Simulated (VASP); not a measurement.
# NaMoH6 (P1) in VASP: notebook

The runs below take NaMoH6 through single point, with PBEsol.

Everything below comes from runs of VASP 6.6.1. Logs are shortened: lines on timing, memory, paths and dates and some standing lists are left out, and cuts for length are marked.

**1. The crystal as given**

The typed cell holds 8 atoms: a = 5.351 Å, b = 5.351 Å, c = 5.351 Å, α = 60.00°, β = 60.00°, γ = 60.00°.

The cell was built by a generator and needn't be a form met in nature.

**2. Single point, PBEsol**

Contents of INCAR:

```
SYSTEM = NaMoH6
PREC = Accurate
ENCUT = 520
EDIFF = 1E-6
ISMEAR = -1
SIGMA = 0.05
LREAL = .False.
LASPH = .True.
NELM = 100
ALGO = Fast
ISIF = 2
LWAVE = .False.
LCHARG = .False.
GGA = PS
NBANDS = 24
```

Contents of KPOINTS:

```
regular mesh
0
Gamma
  3 3 3
  0 0 0
```

Contents of POSCAR:

```
NaMoH6
1.0
    0.0000000000      3.7833864300      3.7833864300
    3.7833864300      0.0000000000      3.7833864300
    3.7833864300      3.7833864300      0.0000000000
H Mo Na
6 1 1
Direct
    0.8074280956      0.1918433428      0.2674438677
    0.2643180966      0.7932659155      0.1863564595
    0.2660382487      0.7822086257      0.7538160727
    0.7632718871      0.2345743731      0.7640494973
    0.2519610454      0.2146687934      0.7826158006
    0.7787861627      0.7933278970      0.2735491125
   -0.0025737524     -0.0000746686      0.0007732491
    0.5049629572      0.4998783590      0.4955523404
```

Potentials or basis: VASP PAW PBE potentials, release 64 (H, Mo_sv, Na_pv).

On the command line:

```sh
cat potpaw_PBE.64/H/POTCAR potpaw_PBE.64/Mo_sv/POTCAR potpaw_PBE.64/Na_pv/POTCAR > POTCAR
mpirun -np 1 vasp_std > vasp.out
```

OUTCAR:

```text
SYSTEM = NaMoH6
   PREC = Accurate
   ENCUT = 520
   EDIFF = 1E-6
   ISMEAR = -1
   LREAL = .False.
   LASPH = .True.
   NELM = 100
   ISIF = 2
   GGA = PS

 ion  position               nearest neighbor table
   1  0.807  0.192  0.267-   7 1.76
   2  0.264  0.793  0.186-   7 1.73
   3  0.266  0.782  0.754-   7 1.77
   4  0.763  0.235  0.764-   7 1.78
   5  0.252  0.215  0.783-   7 1.78
   6  0.779  0.793  0.274-   7 1.64
   7  0.997  1.000  0.001-   6 1.64   2 1.73   1 1.76   3 1.77   5 1.78   4 1.78
   8  0.505  0.500  0.496-

  LATTYP: Found a face centered cubic cell.
 ALAT       =     7.5667728600

  Lattice vectors:

 A1 = (   0.0000000000,   3.7833864300,   3.7833864300)
 A2 = (   3.7833864300,   0.0000000000,   3.7833864300)
 A3 = (   3.7833864300,   3.7833864300,   0.0000000000)

Analysis of symmetry for initial positions (statically):
=====================================================================
 Subroutine PRICEL returns:
 Original cell was already a primitive cell.

 Routine SETGRP: Setting up the symmetry group for a
 face centered cubic supercell.

 Subroutine GETGRP returns: Found  1 space group operations
 (whereof  1 operations were pure point group operations)
 out of a pool of 48 trial point group operations.

The static configuration has the point symmetry C_1 .

Analysis of symmetry for dynamics (positions and initial velocities):
=====================================================================
 Subroutine PRICEL returns:
 Original cell was already a primitive cell.

 Routine SETGRP: Setting up the symmetry group for a
 face centered cubic supercell.

 Subroutine GETGRP returns: Found  1 space group operations
 (whereof  1 operations were pure point group operations)
 out of a pool of 48 trial point group operations.

The dynamic configuration has the point symmetry C_1 .

 Subroutine INISYM returns: Found  1 space group operations
 (whereof  1 operations are pure point group operations),
 and found     1 'primitive' translations

----------------------------------------------------------------------------------------

                                     Primitive cell

  volume of cell :     108.3109

  direct lattice vectors                    reciprocal lattice vectors
     0.000000000  3.783386430  3.783386430    -0.132156736  0.132156736  0.132156736
     3.783386430  0.000000000  3.783386430     0.132156736 -0.132156736  0.132156736
     3.783386430  3.783386430  0.000000000     0.132156736  0.132156736 -0.132156736

  length of vectors
     5.350516401  5.350516401  5.350516401     0.228902181  0.228902181  0.228902181

  position of ions in fractional coordinates (direct lattice)
     0.807428096  0.191843343  0.267443868
     0.264318097  0.793265916  0.186356459
     0.266038249  0.782208626  0.753816073
     0.763271887  0.234574373  0.764049497
     0.251961045  0.214668793  0.782615801
     0.778786163  0.793327897  0.273549112
     0.997426248  0.999925331  0.000773249
     0.504962957  0.499878359  0.495552340

  ion indices of the primitive-cell ions
   primitive index   ion index
                 1           1
                 2           2
                 3           3
                 4           4
                 5           5
                 6           6
                 7           7
                 8           8

----------------------------------------------------------------------------------------

 KPOINTS: regular mesh

Automatic generation of k-mesh.
 Grid dimensions read from file:
 generate k-points for:    3    3    3

 Generating k-lattice:

  Cartesian coordinates                     Fractional coordinates (reciprocal lattice)
    -0.044052245  0.044052245  0.044052245     0.333333333  0.000000000  0.000000000
     0.044052245 -0.044052245  0.044052245     0.000000000  0.333333333  0.000000000
     0.044052245  0.044052245 -0.044052245     0.000000000  0.000000000  0.333333333

  Length of vectors
     0.076300727  0.076300727  0.076300727

  Shift w.r.t. Gamma in fractional coordinates (k-lattice)
     0.000000000  0.000000000  0.000000000

 Subroutine IBZKPT returns following result:
 ===========================================

 Found     14 irreducible k-points:

 Following reciprocal coordinates:
            Coordinates               Weight
  0.000000  0.000000  0.000000      1.000000
  0.333333  0.000000  0.000000      2.000000
  0.000000  0.333333  0.000000      2.000000
  0.000000  0.000000  0.333333      2.000000
  0.333333  0.333333  0.333333      2.000000
  0.333333  0.333333  0.000000      2.000000
  0.000000  0.333333  0.333333      2.000000
  0.333333  0.000000  0.333333      2.000000
 -0.333333  0.333333  0.000000      2.000000
  0.000000 -0.333333  0.333333      2.000000
  0.333333  0.000000 -0.333333      2.000000
  0.333333  0.333333 -0.333333      2.000000
 -0.333333  0.333333 -0.333333      2.000000
  0.333333 -0.333333 -0.333333      2.000000
   k-points           NKPTS =     14   k-points in BZ     NKDIM =     14   number of bands    NBANDS=     24
   number of dos      NEDOS =    301   number of ions     NIONS =      8
   total plane-waves  NPLWV =  64000
   dimension x,y,z NGX =    40 NGY =   40 NGZ =   40
   dimension x,y,z NGXF=    80 NGYF=   80 NGZF=   80
   ions per type =               6   1   1
   NGX,Y,Z   is equivalent  to a cutoff of  12.43, 12.43, 12.43 a.u.
   NGXF,Y,Z  is equivalent  to a cutoff of  24.86, 24.86, 24.86 a.u.
 SYSTEM =  NaMoH6
   PREC   = accura    normal or accurate (medium, high low for compatibility)
   ISTART =      0    job   : 0-new  1-cont  2-samecut
   ICHARG =      2    charge: 1-file 2-atom 10-const
   ISPIN  =      1    spin polarized calculation?
   LNONCOLLINEAR =      F non collinear calculations
   LSORBIT =      F    spin-orbit coupling
   LASPH  =      T    aspherical Exc in radial PAW
   ENCUT  =  520.0 eV  38.22 Ry    6.18 a.u.   9.95  9.95  9.95*2*pi/ulx,y,z
   NELM   =    100;   NELMIN=  2; NELMDL= -5     # of ELM steps
   EDIFF  = 0.1E-05   stopping-criterion for ELM
   LREAL  =      F    real-space projection
   EDIFFG = 0.1E-04   stopping-criterion for IOM
   NSW    =      0    number of steps for IOM
   IBRION =     -1    ionic relax: 0-MD 1-quasi-New 2-CG
   NFREE  =      0    steps in history (QN), initial steepest desc. (CG)
   ISIF   =      2    stress and relaxation
   ISYM   =      2    0-nonsym 1-usesym 2-fastsym
   POTIM  = 0.5000    time-step for ionic-motion
   TEBEG  =    0.0;   TEEND  =   0.0 temperature during run
   PSTRESS=    0.0 pullay stress
   NELECT =      27.0000    total number of electrons
   NUPDOWN=      -1.0000    fix difference up-down
   EMIN   =  10.00;   EMAX   =-10.00  energy-range for DOS
   EFERMI =   0.00;   METHOD = LEGACY
   ISMEAR =    -1;   SIGMA  =   0.05  broadening in eV -4-tet -1-fermi 0-gaus
   EFERMI_NEDOS =   21; number of points for ismear=-14 and -15
   IALGO  =     68    algorithm
   IMIX   =      4    mixing-type and parameters
     AMIX     =   0.40;   BMIX     =  1.00
     AMIX_MAG =   1.60;   BMIX_MAG =  1.00
  volume/ion in A,a.u.               =      13.54        91.36
  Fermi-wavevector in a.u.,A,eV,Ry     =   1.030320  1.947022 14.443386  1.061559
  Thomas-Fermi vector in A             =   2.164412
   LORBIT       =      0    0 simple, 1 ext, 2 COOP (PROOUT), +10 PAW based schemes
   GGA     = PS    functional components
   LHFCALC =     F    Hartree Fock is set to
   AEXX    =    0.0000 exact exchange contribution
   IVDW    =     0    specifies the selected vdW correction
   LEPSILON=     F    determine dielectric tensor
   LRPA    =     F    only Hartree local field effects (RPA)
 non-spin polarized calculation
 RMM-DIIS sequential band-by-band and
  energy-cutoff  :      520.00
  volume of cell :      108.31
 maximum number of plane-waves:      2929
   NGX = 19   NGY = 19   NGZ = 19

 number of electron      26.9999999 magnetization

 Free energy of the ion-electron system (eV)
  ---------------------------------------------------
  ext. energy  EPLUGINS =         0.00000000
  ---------------------------------------------------
  free energy    TOTEN  =       -26.32293060 eV

  energy without entropy =      -26.25031223  energy(sigma->0) =      -26.28662141

 E-fermi :  -1.2787     XC(G=0):  -7.4543

 val. band max:       -1.2813808916   @ k =   0.3333   0.3333   0.3333
 cond. band min:      -1.2737163025   @ k =   0.3333  -0.3333  -0.3333
 fundamental gap:      0.0076645891
 Fermi energy:        -1.2787482800

 k-point     1 :       0.0000    0.0000    0.0000
  band No.  band energies     occupation
      1     -62.3347      2.00000
      2     -36.4524      2.00000
      3     -36.4252      2.00000
      4     -36.3940      2.00000
      5     -23.2584      2.00000
      6     -23.2576      2.00000
[... 16 lines left out ...]
     23       7.2567      0.00000
     24       7.4760      0.00000

 k-point     2 :       0.3333    0.0000    0.0000
  band No.  band energies     occupation
      1     -62.3348      2.00000
      2     -36.4525      2.00000
      3     -36.4254      2.00000
      4     -36.3941      2.00000
      5     -23.2587      2.00000
      6     -23.2579      2.00000
[... 16 lines left out ...]
     23       7.8574      0.00000
     24       9.0557      0.00000

 k-point     3 :       0.0000    0.3333    0.0000
  band No.  band energies     occupation
      1     -62.3348      2.00000
      2     -36.4525      2.00000
      3     -36.4253      2.00000
      4     -36.3943      2.00000
      5     -23.2587      2.00000
      6     -23.2580      2.00000
[... 16 lines left out ...]
     23       7.9883      0.00000
     24       9.3542      0.00000

 k-point     4 :       0.0000    0.0000    0.3333
  band No.  band energies     occupation
      1     -62.3348      2.00000
      2     -36.4526      2.00000
      3     -36.4254      2.00000
      4     -36.3940      2.00000
      5     -23.2588      2.00000
      6     -23.2578      2.00000
[... 16 lines left out ...]
     23       7.7272      0.00000
     24       9.2513      0.00000

 k-point     5 :       0.3333    0.3333    0.3333
  band No.  band energies     occupation
      1     -62.3348      2.00000
      2     -36.4526      2.00000
      3     -36.4253      2.00000
      4     -36.3941      2.00000
      5     -23.2587      2.00000
      6     -23.2580      2.00000
[... 16 lines left out ...]
     23       7.8442      0.00000
     24       9.1951      0.00000

 k-point     6 :       0.3333    0.3333    0.0000
  band No.  band energies     occupation
      1     -62.3347      2.00000
      2     -36.4525      2.00000
      3     -36.4255      2.00000
      4     -36.3941      2.00000
      5     -23.2589      2.00000
      6     -23.2578      2.00000
[... 16 lines left out ...]
     23       8.7521      0.00000
     24       8.8107      0.00000
[... 109 lines left out ...]
 k-point    11 :       0.3333    0.0000   -0.3333
  band No.  band energies     occupation
      1     -62.3347      2.00000
      2     -36.4527      2.00000
      3     -36.4255      2.00000
      4     -36.3941      2.00000
      5     -23.2589      2.00000
      6     -23.2579      2.00000
[... 16 lines left out ...]
     23       9.1995      0.00000
     24       9.3472      0.00000

 k-point    12 :       0.3333    0.3333   -0.3333
  band No.  band energies     occupation
      1     -62.3347      2.00000
      2     -36.4527      2.00000
      3     -36.4255      2.00000
      4     -36.3941      2.00000
      5     -23.2588      2.00000
      6     -23.2580      2.00000
[... 16 lines left out ...]
     23       8.9642      0.00000
     24       9.3763      0.00000

 k-point    13 :      -0.3333    0.3333   -0.3333
  band No.  band energies     occupation
      1     -62.3347      2.00000
      2     -36.4527      2.00000
      3     -36.4253      2.00000
      4     -36.3942      2.00000
      5     -23.2588      2.00000
      6     -23.2581      2.00000
[... 16 lines left out ...]
     23       9.1641      0.00000
     24       9.4702      0.00000

 k-point    14 :       0.3333   -0.3333   -0.3333
  band No.  band energies     occupation
      1     -62.3347      2.00000
      2     -36.4526      2.00000
      3     -36.4254      2.00000
      4     -36.3942      2.00000
      5     -23.2588      2.00000
      6     -23.2580      2.00000
[... 16 lines left out ...]
     23       9.0671      0.00000
     24       9.2809      0.00000

------------------------ aborting loop because EDIFF is reached ----------------------------------------

  FORCE on cell =-STRESS in cart. coord.  units (eV):
  Direction    XX          YY          ZZ          XY          YZ          ZX
  --------------------------------------------------------------------------------------
  -------------------------------------------------------------------------------------
  Total        0.7552883      2.8196596      2.8565853      0.8483817     -0.5282261     -0.8578857
  in kB       11.1725219     41.7095178     42.2557364     12.5495973     -7.8137295    -12.6901833
  external PRESSURE =      31.7125920 kB  Pullay stress =       0.0000000 kB

 VOLUME and BASIS-vectors are now :
 -----------------------------------------------------------------------------
  energy-cutoff  :      520.00
  volume of cell :      108.31
      direct lattice vectors                 reciprocal lattice vectors
     0.000000000  3.783386430  3.783386430    -0.132156736  0.132156736  0.132156736
     3.783386430  0.000000000  3.783386430     0.132156736 -0.132156736  0.132156736
     3.783386430  3.783386430  0.000000000     0.132156736  0.132156736 -0.132156736

 POSITION                                       TOTAL-FORCE (eV/Angst)
 -----------------------------------------------------------------------------------
      1.73766      4.06666      3.78063        -0.384751      1.288360      0.555156
      3.70629      1.70508      4.00125        -0.387787      0.391743      0.659475
      5.81138      3.85850      3.96592         0.373826      1.076760      0.722359
      3.77818      5.77845      3.77524        -0.438151      0.051064      0.708758
      3.77311      3.91420      1.76544         0.932245      0.972698     -0.352978
      4.03641      3.98139      5.94791         1.401339      1.471522     -1.244845
      3.78603      3.77657      7.55675        -1.520556     -5.041723     -1.166122
      3.76610      3.78534      3.80170         0.023835     -0.210425      0.118197
 -----------------------------------------------------------------------------------
    total drift:                               -0.000042      0.000071      0.000325

  FREE ENERGIE OF THE ION-ELECTRON SYSTEM (eV)
  ---------------------------------------------------
  free  energy   TOTEN  =       -26.3229306002 eV

  energy  without entropy=      -26.2503122257  energy(sigma->0) =      -26.28662141
```

It took 35 s on 1 thread of Intel Xeon Platinum 8559C (Emerald Rapids), shared host; peak memory 0.25 GiB.

Results:

| Property | Result |
| --- | --- |
| Free energy | -26.3229 eV |
| Pressure | 3.2 GPa |
| Largest force | 5.394 eV/Å |
| Band gap on the k mesh | none (metal or under the smearing width) |

Forces in eV/Å, atoms in the order of the input:
```
H   -0.385  1.288  0.555
H   -0.388  0.392  0.659
H    0.374  1.077  0.722
H   -0.438  0.051  0.709
H    0.932  0.973 -0.353
H    1.401  1.472 -1.245
Mo  -1.521 -5.042 -1.166
Na   0.024 -0.210  0.118
```

Stress tensor (GPa, compression positive):
```
 1.12  1.25 -1.27
 1.25  4.17 -0.78
-1.27 -0.78  4.23
```

Caveat: the k mesh is coarse (spacing up to 0.48 Å⁻¹), so the values aren't converged; the PAW data sets were made with another functional, which shifts forces and pressure a little.

(Part 1 of 2 ends here.)
